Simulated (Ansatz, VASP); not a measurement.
# Cross-check of Zn3InGa5O12 (amorphous In4Ga20Zn12O48) between VASP and Ansatz

Aim: how closely do two programs agree when they are given the same cell, functional and k mesh? Of the first pair: The structure shown is the start of the Ansatz relaxation below; VASP solves that cell, so the two are compared at the walk's first step.

Program: Ansatz 0.2.0. Level of theory: plane waves, with VASP 6.6.1 beside it; single point at PBE. Results are calculated unless marked as measured.

**1. The starting structure**

The cell holds 84 atoms: 4 In, 20 Ga, 12 Zn and 48 O. Cell: a = 10.257 Å, b = 10.257 Å, c = 10.257 Å, α = 90.0°, β = 90.0°, γ = 90.0°. 84 atoms (4 In, 20 Ga, 12 Zn, 48 O) packed at random and pushed apart as soft spheres at 5.24 g/cm^3; MD (Langevin at fixed volume unless said) with the MACE-MP-0b2 small potential (Batatia et al., arXiv:2401.00096), steps of 2 fs: 0.7 ps at 2600 K, 2600 to 1560 K in 0.7 ps, 1560 to 300 K in 2 ps; then atoms relaxed.

**2. Ansatz: relaxation, PBE**

Ansatz runs on its default PAW (the set named soft_2) files.

The two programs are compared at the cell with which this relaxation starts, whose forces are those of its first step.

input.yaml reads:

```yaml
crystal:
  lattice:
    - [10.25693, 0.0, 0.0]
    - [0.0, 10.25693, 0.0]
    - [0.0, 0.0, 10.25693]
  atoms:
    - { symbol: In, position: [0.6473, 0.57886, 0.8553] }
    - { symbol: In, position: [0.88387, 0.63301, 0.59883] }
    - { symbol: In, position: [0.71027, 0.68869, 0.28553] }
    - { symbol: In, position: [0.015, 0.10826, 0.36769] }
    - { symbol: Ga, position: [0.3994, 0.03194, 0.28485] }
    - { symbol: Ga, position: [0.28776, 0.29374, 0.43819] }
    - { symbol: Ga, position: [0.26656, 0.55166, 0.64854] }
    - { symbol: Ga, position: [0.10515, 0.11402, 0.6578] }
    - { symbol: Ga, position: [0.41773, 0.76406, 0.79724] }
    - { symbol: Ga, position: [0.90355, 0.59019, 0.01469] }
    - { symbol: Ga, position: [0.65808, 0.43783, 0.16253] }
    - { symbol: Ga, position: [0.83729, 0.05308, 0.70684] }
    - { symbol: Ga, position: [0.73972, 0.20074, 0.95237] }
    - { symbol: Ga, position: [0.59614, 0.14839, 0.49047] }
    - { symbol: Ga, position: [0.79711, 0.37287, 0.44534] }
    - { symbol: Ga, position: [0.37129, 0.98234, 0.57297] }
    - { symbol: Ga, position: [0.17499, 0.34128, 0.87796] }
    - { symbol: Ga, position: [0.66564, 0.85146, 0.64033] }
    - { symbol: Ga, position: [0.02119, 0.09786, 0.99714] }
    - { symbol: Ga, position: [0.92349, 0.35816, 0.76697] }
    - { symbol: Ga, position: [0.04601, 0.50533, 0.32995] }
    - { symbol: Ga, position: [0.73909, 0.96636, 0.34286] }
    - { symbol: Ga, position: [0.9482, 0.32818, 0.14408] }
    - { symbol: Ga, position: [0.11581, 0.82764, 0.51669] }
    - { symbol: Zn, position: [0.51439, 0.38574, 0.65426] }
    - { symbol: Zn, position: [0.21544, 0.61681, 0.96017] }
    - { symbol: Zn, position: [0.44063, 0.75444, 0.1035] }
    - { symbol: Zn, position: [0.34295, 0.50866, 0.19609] }
    - { symbol: Zn, position: [0.29518, 0.99256, 0.9694] }
    - { symbol: Zn, position: [0.6054, 0.00792, 0.10214] }
    - { symbol: Zn, position: [0.3768, 0.71569, 0.397] }
    - { symbol: Zn, position: [0.24249, 0.25537, 0.12904] }
    - { symbol: Zn, position: [0.07195, 0.84342, 0.82819] }
    - { symbol: Zn, position: [0.8183, 0.87867, 0.97775] }
    - { symbol: Zn, position: [0.12109, 0.82463, 0.18108] }
    - { symbol: Zn, position: [0.45646, 0.30256, 0.96514] }
    - { symbol: O, position: [0.0698, 0.89814, 0.35358] }
    - { symbol: O, position: [0.42353, 0.15108, 0.54767] }
    - { symbol: O, position: [0.57403, 0.14359, 0.98017] }
    - { symbol: O, position: [0.81709, 0.12357, 0.3408] }
    - { symbol: O, position: [0.49053, 0.40396, 0.1305] }
    - { symbol: O, position: [0.96937, 0.7566, 0.98835] }
    - { symbol: O, position: [0.06289, 0.18894, 0.17296] }
    - { symbol: O, position: [0.85942, 0.51421, 0.85355] }
    - { symbol: O, position: [0.20595, 0.95503, 0.63272] }
    - { symbol: O, position: [0.72232, 0.81739, 0.44735] }
    - { symbol: O, position: [0.49704, 0.6648, 0.26705] }
    - { symbol: O, position: [0.95345, 0.639, 0.40113] }
    - { symbol: O, position: [0.71081, 0.48813, 0.32915] }
    - { symbol: O, position: [0.16233, 0.5239, 0.79846] }
    - { symbol: O, position: [0.34596, 0.40628, 0.56879] }
    - { symbol: O, position: [0.57162, 0.39006, 0.83405] }
    - { symbol: O, position: [0.09446, 0.28776, 0.72089] }
    - { symbol: O, position: [0.5347, 0.73751, 0.93614] }
    - { symbol: O, position: [0.72467, 0.87232, 0.17516] }
    - { symbol: O, position: [0.8424, 0.06474, 0.02405] }
    - { symbol: O, position: [0.88349, 0.42922, 0.59782] }
    - { symbol: O, position: [0.0066, 0.29128, 0.95623] }
    - { symbol: O, position: [0.42377, 0.60261, 0.72276] }
    - { symbol: O, position: [0.26393, 0.813, 0.87789] }
    - { symbol: O, position: [0.57576, 0.06217, 0.32554] }
    - { symbol: O, position: [0.25343, 0.68526, 0.13681] }
    - { symbol: O, position: [0.76669, 0.90759, 0.79244] }
    - { symbol: O, position: [0.7281, 0.59637, 0.08022] }
    - { symbol: O, position: [0.02834, 0.03457, 0.8205] }
    - { symbol: O, position: [0.16107, 0.18079, 0.48777] }
    - { symbol: O, position: [0.13053, 0.96846, 0.06218] }
    - { symbol: O, position: [0.94531, 0.34758, 0.3408] }
    - { symbol: O, position: [0.64106, 0.31661, 0.51909] }
    - { symbol: O, position: [0.33873, 0.20023, 0.28142] }
    - { symbol: O, position: [0.80236, 0.21952, 0.78275] }
    - { symbol: O, position: [0.69561, 0.67041, 0.67168] }
    - { symbol: O, position: [0.41785, 0.95023, 0.1205] }
    - { symbol: O, position: [0.35544, 0.90687, 0.40626] }
    - { symbol: O, position: [0.21639, 0.43939, 0.32828] }
    - { symbol: O, position: [0.01575, 0.77098, 0.65803] }
    - { symbol: O, position: [0.28802, 0.18732, 0.93648] }
    - { symbol: O, position: [0.23594, 0.6802, 0.51545] }
    - { symbol: O, position: [0.77475, 0.32171, 0.08775] }
    - { symbol: O, position: [0.2628, 0.42325, 0.01922] }
    - { symbol: O, position: [0.95499, 0.05755, 0.57275] }
    - { symbol: O, position: [0.48284, 0.87706, 0.6714] }
    - { symbol: O, position: [0.6878, 0.03065, 0.58802] }
    - { symbol: O, position: [0.0027, 0.50623, 0.14139] }
kpoints:
  mp_grid: { grid: [1, 1, 1] }
hamiltonian:
  xc: pbe
scf:
  occupations: { method: fermi_dirac, width: 0.025 }
output:
  forces: true
relax:
  f_tol: 0.04
  max_steps: 250
  cell: {}
```

The run is started by

```
$ ansatz run input.yaml --threads 4 --pin off --max-ram 8192MiB --backend cpu --events-out ev --progress --plain --runs-dir out
```

Numbers of over 12 decimals in the logs are rounded to 6 here.

Log:

```text
Engine: ansatz 0.2.0, x86_64-unknown-linux-gnu
Pseudopotentials: kind: paw
Pseudopotential: In, paw, valence charge 13, recommended cutoff 420 eV (normal), In.paw.azcp
Pseudopotential: Ga, paw, valence charge 13, recommended cutoff 420 eV (normal), Ga.paw.azcp
Pseudopotential: Zn, paw, valence charge 12, recommended cutoff 420 eV (normal), Zn.paw.azcp
Pseudopotential: O, paw, valence charge 6, recommended cutoff 420 eV (normal), O.paw.azcp
Functional definition: PBE
  parameter kappa = 0.804
  parameter beta = 0.066725
  exchange = pbe_x(kappa = kappa, mu = beta*pi^2/3)
  correlation = pbe_c(beta = beta)
Crystal: 84 atoms, lattice volume = 1079.076 Å³
Basis set: ecut = 420 eV, 21079 PW (Γ), exchange–correlation on 144×144×144 points (8 copies of the dense FFT grid, shifted against one another)
Bands: 456, of which v1, the nominal top of the filled ones, is band 372 counted from 1 (371 counted from 0)
Symmetry: 1 space group operations
Space group: P1 (ITA 1), of the structure as read, at distance tolerance 1.0e-4 Å
k-points: 1
Non-local potential: In, projectors of the file, l = 0: 2, l = 1: 2, l = 2: 2, l = 3: 2
Non-local potential: Ga, projectors of the file, l = 0: 2, l = 1: 2, l = 2: 3, l = 3: 1
Non-local potential: Zn, projectors of the file, l = 0: 2, l = 1: 2, l = 2: 3, l = 3: 1
Non-local potential: O, projectors of the file, l = 0: 2, l = 1: 2, l = 2: 1
PAW form: soft (Blöchl's): semilocal exchange-correlation on the pseudo side does not see the compensation charge
PAW one-centre angular grid: In, 590 points (default); XC on 64 Gauss nodes
PAW one-centre angular grid: Ga, 590 points (default); XC on 64 Gauss nodes
PAW one-centre angular grid: Zn, 590 points (default); XC on 64 Gauss nodes
PAW one-centre angular grid: O, 110 points (default); XC on 64 Gauss nodes
Initial density: superposition of atomic densities (neutral atoms: chi_scale 0, normalization atom), corrected by the library's trained network
Initial wavefunctions: pseudopotential atomic-orbital guess
Functional: x = pbe(κ = 0.804, μ = 0.219515), c = pbe(β = 0.066725)
SCF iter   1: F=—  HF=-165124.397667 eV  |F-HF|=—  |Δ(HF+E_count)|=         —  Δρ=2.45e-3  dr2=8.82e-2  ethr=1.77e-3  ⟨swp⟩=6.0  Hψ=1669  notcnv=0
preconditioner: auto → Resta (q_TF=auto, 2.564 Å⁻¹)  ε∞=5.1  [insulator: Δε(μ)=1.028 eV  Ē_g=15.279 eV  σ=0.025 eV  W_gap=1.00  n_scr=304 (ndim 8)  ℏωp=30.8 eV  f_vac=0.100  D(μ)=0.00/eV (n_scr^D=0)  ε∞_Penn≈5.1]
SCF iter   2: F=—  HF=-165124.401109 eV  |F-HF|=—  |Δ(HF+E_count)|=   3.44e-3  Δρ=1.30e-3  dr2=2.19e-2  ethr=1.19e-5  ⟨swp⟩=2.0  Hψ=904  notcnv=0  defer=77
SCF iter   3: F=—  HF=-165124.401656 eV  |F-HF|=—  |Δ(HF+E_count)|=   5.46e-4  Δρ=5.81e-4  dr2=7.17e-3  ethr=2.95e-6  ⟨swp⟩=2.0  Hψ=716  notcnv=0  defer=77
SCF iter   4: F=—  HF=-165124.401177 eV  |F-HF|=—  |Δ(HF+E_count)|=   4.79e-4  Δρ=2.23e-4  dr2=5.96e-4  ethr=9.64e-7  ⟨swp⟩=2.0  Hψ=583  notcnv=0  defer=77
SCF iter   5: F=—  HF=-165124.401322 eV  |F-HF|=—  |Δ(HF+E_count)|=   1.45e-4  Δρ=1.39e-4  dr2=1.95e-4  ethr=8.01e-8  ⟨swp⟩=2.0  Hψ=718  notcnv=0  defer=77
SCF iter   6: F=—  HF=-165124.401344 eV  |F-HF|=—  |Δ(HF+E_count)|=   2.16e-5  Δρ=3.98e-5  dr2=2.01e-5  ethr=2.62e-8  ⟨swp⟩=2.0  Hψ=719  notcnv=0  defer=77
SCF iter   7: F=—  HF=-165124.402647 eV  |F-HF|=—  |Δ(HF+E_count)|=   1.30e-3  Δρ=2.64e-5  dr2=7.31e-6  ethr=2.70e-9  ⟨swp⟩=2.0  Hψ=747  notcnv=0  defer=77
SCF iter   8: F=—  HF=-165124.402650 eV  |F-HF|=—  |Δ(HF+E_count)|=   2.84e-6  Δρ=8.66e-6  dr2=1.11e-6  ethr=9.83e-10  ⟨swp⟩=2.0  Hψ=740  notcnv=0  defer=77
SCF iter   9: F=—  HF=-165124.402651 eV  |F-HF|=—  |Δ(HF+E_count)|=   1.28e-6  Δρ=5.83e-6  dr2=3.26e-7  ethr=1.50e-10  ⟨swp⟩=2.0  Hψ=706  notcnv=0  defer=77
SCF iter  10: F=-165124.402651 eV  HF=-165124.402651 eV  |F-HF|=6.98e-9  |Δ(HF+E_count)|=   5.81e-8  Δρ=2.55e-6  dr2=7.38e-8  ethr=1.34e-11  ⟨swp⟩=4.0  Hψ=1524  notcnv=0
SCF 1 converged in 10 iterations: F = -165124.402651 eV  dr2 = 7.38e-8
  greatest PAW one-centre occupation: 0.998 electrons in one spin orbital (limit 2), on the Ga atom at site 7 (counted from 0), in its partial waves of l = 2
relax step   1: F+E_penalty+E_count = -165124.40265111 eV  Δ(F+E_penalty+E_count) = +0.000e0 eV  max|allowed force component| = 2.746e-1 eV/Å  Δτ_max = 0.0000 Å  P = +0.373 GPa  Ω = 1079.076 Å³  (10 SCF iters, dr2 threshold 1.00e-7 eV, accepted)
Crystal: 84 atoms, lattice volume = 1088.656 Å³
Basis set: ecut = 420 eV, 21277 PW (Γ), exchange–correlation on 144×144×144 points (8 copies of the dense FFT grid, shifted against one another)
Initial density: handed on by an earlier stage of this run
Initial wavefunctions: those handed on with the density
iter 1 solved again at ethr=5.65e-5 eV; its pass at ethr=3.10e-3 eV (dr2=4.20e-1 eV) is discarded
SCF iter   1: F=—  HF=-165125.198367 eV  |F-HF|=—  |Δ(HF+E_count)|=         —  Δρ=1.01e-2  dr2=4.27e-1  ethr=5.65e-5  ⟨swp⟩=5.0  Hψ=2256  notcnv=0
[...]
atom  62  O      0.00101664     0.00108486     0.00026862
  atom  63  O      0.00014852     0.00074988     0.00076890
  atom  64  O     -0.00023214     0.00138242     0.00202792
  atom  65  O     -0.00098355     0.00124831     0.00076755
  atom  66  O     -0.00091990    -0.00035209     0.00049978
  atom  67  O     -0.00008746    -0.00253427     0.00178684
  atom  68  O     -0.00020650    -0.00044825     0.00151808
  atom  69  O      0.00421686    -0.00015984    -0.00039254
  atom  70  O      0.00113942     0.00117732     0.00184389
  atom  71  O     -0.00075617    -0.00010753    -0.00269428
  atom  72  O     -0.00068163    -0.00195148     0.00134384
  atom  73  O      0.00041678    -0.00161769    -0.00142603
  atom  74  O     -0.00074685    -0.00154595    -0.00274364
  atom  75  O     -0.00233287     0.00125135    -0.00194217
  atom  76  O      0.00227896     0.00143484    -0.00106753
  atom  77  O      0.00005846     0.00092885    -0.00074259
  atom  78  O     -0.00270719     0.00168130    -0.00034339
  atom  79  O     -0.00179392     0.00207810     0.00049837
  atom  80  O     -0.00252447     0.00158752    -0.00040494
  atom  81  O     -0.00141608    -0.00086507    -0.00068612
  atom  82  O     -0.00066711     0.00037856     0.00249096
  atom  83  O      0.00043438    -0.00059992     0.00007095
  atom  84  O     -0.00209837     0.00159355    -0.00081038
  max |Σ_I F_I| component: 5.54e-6 eV/Å
--- Stress (GPa, compression-positive) ---
        0.000252       0.006641      -0.000239
        0.006641       0.006622       0.002328
       -0.000239       0.002328      -0.002407
  P = ⅓ Tr σ = 0.0015 GPa (0.015 kbar)
--- Relaxed structure (25 steps of the walk, 25 accepted, 3 SCFs on fresh bases) ---
  F+E_penalty+E_count = -165127.39347822 eV   max|allowed force component| = 4.643e-3 eV/Å   (the final SCF, on the basis selected at the relaxed cell)
  cell:  # Å, volume = 1100.1590 Å³
    - [10.692733, 0.232327, -0.067492]
    - [0.232327, 10.566624, 0.155891]
    - [-0.067492, 0.155891, 9.744543]
  atoms:
    - { symbol: In, position: [0.606913, 0.583730, 0.845575] }
    - { symbol: In, position: [0.895733, 0.623755, 0.660639] }
    - { symbol: In, position: [0.663770, 0.695488, 0.283480] }
    - { symbol: In, position: [0.025630, 0.072572, 0.373870] }
    - { symbol: Ga, position: [0.415029, 0.044925, 0.266636] }
    - { symbol: Ga, position: [0.302924, 0.283301, 0.444382] }
    - { symbol: Ga, position: [0.304796, 0.549657, 0.638587] }
    - { symbol: Ga, position: [0.111783, 0.131235, 0.671147] }
    - { symbol: Ga, position: [0.406334, 0.784988, 0.781620] }
    - { symbol: Ga, position: [0.896617, 0.588046, 0.023114] }
    - { symbol: Ga, position: [0.653411, 0.440374, 0.149655] }
    - { symbol: Ga, position: [0.846725, 0.054052, 0.710295] }
    - { symbol: Ga, position: [0.738671, 0.177590, 0.970310] }
    - { symbol: Ga, position: [0.613827, 0.140538, 0.474396] }
    - { symbol: Ga, position: [0.790816, 0.387913, 0.453489] }
    - { symbol: Ga, position: [0.365457, 1.022444, 0.584323] }
    - { symbol: Ga, position: [0.177653, 0.354470, 0.877125] }
    - { symbol: Ga, position: [0.669465, 0.860031, 0.640071] }
    - { symbol: Ga, position: [0.017858, 0.096139, 1.006823] }
    - { symbol: Ga, position: [0.917372, 0.345393, 0.784357] }
    - { symbol: Ga, position: [0.042750, 0.475513, 0.343132] }
    - { symbol: Ga, position: [0.736874, 0.957895, 0.305718] }
    - { symbol: Ga, position: [0.933681, 0.311362, 0.158490] }
    - { symbol: Ga, position: [0.085805, 0.751385, 0.483185] }
    - { symbol: Zn, position: [0.528359, 0.340820, 0.647909] }
    - { symbol: Zn, position: [0.207340, 0.615426, 0.947343] }
    - { symbol: Zn, position: [0.395834, 0.770165, 0.099134] }
    - { symbol: Zn, position: [0.329734, 0.509603, 0.192830] }
    - { symbol: Zn, position: [0.286288, 1.034306, 0.947413] }
    - { symbol: Zn, position: [0.575595, -0.055873, 0.00783061] }
    - { symbol: Zn, position: [0.373834, 0.763682, 0.407034] }
    - { symbol: Zn, position: [0.221071, 0.274811, 0.150424] }
    - { symbol: Zn, position: [0.099374, 0.871514, 0.798499] }
    - { symbol: Zn, position: [0.833394, 0.875363, 0.987435] }
    - { symbol: Zn, position: [0.104430, 0.816110, 0.151918] }
    - { symbol: Zn, position: [0.468326, 0.290213, 0.970778] }
    - { symbol: O, position: [0.074962, 0.872068, 0.342837] }
    - { symbol: O, position: [0.453481, 0.169022, 0.555299] }
    - { symbol: O, position: [0.578195, 0.126864, 0.971122] }
    - { symbol: O, position: [0.838438, 0.084760, 0.321228] }
    - { symbol: O, position: [0.486364, 0.424789, 0.115969] }
    - { symbol: O, position: [0.964741, 0.746340, 1.027564] }
    - { symbol: O, position: [0.064820, 0.181852, 0.191660] }
    - { symbol: O, position: [0.920370, 0.517436, 0.852965] }
    - { symbol: O, position: [0.256210, 1.023589, 0.734344] }
    - { symbol: O, position: [0.711799, 0.820136, 0.435972] }
    - { symbol: O, position: [0.470429, 0.682008785333, 0.270823] }
    - { symbol: O, position: [0.992364, 0.608401, 0.449766] }
    - { symbol: O, position: [0.712456, 0.503653, 0.317189] }
    - { symbol: O, position: [0.199560, 0.514560, 0.781037] }
    - { symbol: O, position: [0.369364, 0.405529, 0.558653] }
    - { symbol: O, position: [0.565389, 0.390194, 0.830409] }
    - { symbol: O, position: [0.085493, 0.299219, 0.722955] }
    - { symbol: O, position: [0.514766, 0.771263, 0.938660] }
    - { symbol: O, position: [0.703968, 0.856214, 0.149156] }
    - { symbol: O, position: [0.853442, 0.052615, 0.039486] }
    - { symbol: O, position: [0.847552, 0.437215, 0.621516] }
    - { symbol: O, position: [-0.00150576, 0.280422, 0.966372] }
    - { symbol: O, position: [0.444227, 0.624821, 0.714786] }
    - { symbol: O, position: [0.250434, 0.781103, 0.857610] }
[...]
- { symbol: O, position: [0.296336, 0.222127, 0.945285] }
    - { symbol: O, position: [0.250880, 0.685677, 0.517901] }
    - { symbol: O, position: [0.762848, 0.306459, 0.101133] }
    - { symbol: O, position: [0.211176, 0.438512, 0.041881] }
    - { symbol: O, position: [0.967663, 0.088656, 0.575582] }
    - { symbol: O, position: [0.486804, 0.892559, 0.660368] }
    - { symbol: O, position: [0.707387, 0.029204, 0.584902] }
    - { symbol: O, position: [-0.029390, 0.487519, 0.162056] }
```

(Part 1 of 3 ends here.)

[Lines on the potential files, build, host, timing and source positions are cut from VASP's logs without a mark.]

[Logs are printed without paths, hosts, clocks, repeated set-up lines and the standing remarks that a program may print on its own settings, such as how far it seeks lower states.]

[Hosts, paths, dates, database ids (printed as entryN), source tags and the programs' standing remarks are cut or masked in the printed files.]
